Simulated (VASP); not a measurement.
**MoP (relaxed from the wurtzite structure, space group P6_3mc): computed properties**

These are PBEsol GGA, VASP's PBE PAW potentials (set 64) (plane waves; VASP) values and carry that method's errors.

For MoP, the space group is P6_3mc (186), the cell comes out as a = 2.997 Å, b = 2.997 Å, c = 8.080 Å, α = 90.00°, β = 90.00°, γ = 120.00° and the volume per atom is 15.71 Å^3/atom. The band gap (over mesh and band path) comes out as none (metal, semimetal or under 0.01 eV) and the density is 6.71 g/cm³.

MoP is taken in the hexagonal space group P6₃mc (No. 186), Pearson symbol hP4. Lattice parameters: a = b = 2.997 Å, c = 8.080 Å, α = β = 90.00°, γ = 120.00°. Mo on 2b is surrounded by 4 P at 2.374–2.415 Å and 6 Mo at 2.997 Å. P on 2b sees 4 Mo at 2.374–2.415 Å. (Neighbours: up to the widest gap in distance over summed covalent radii, below 1.35, at either atom; cation-cation and far metal-metal contacts left out.)

The structure was generated: MoP was put into the wurtzite type (P6_3mc), which need not be its known phase. It was relaxed first, which changed the volume by -43 %. Symmetry was kept, so distortions that lower it aren't found.
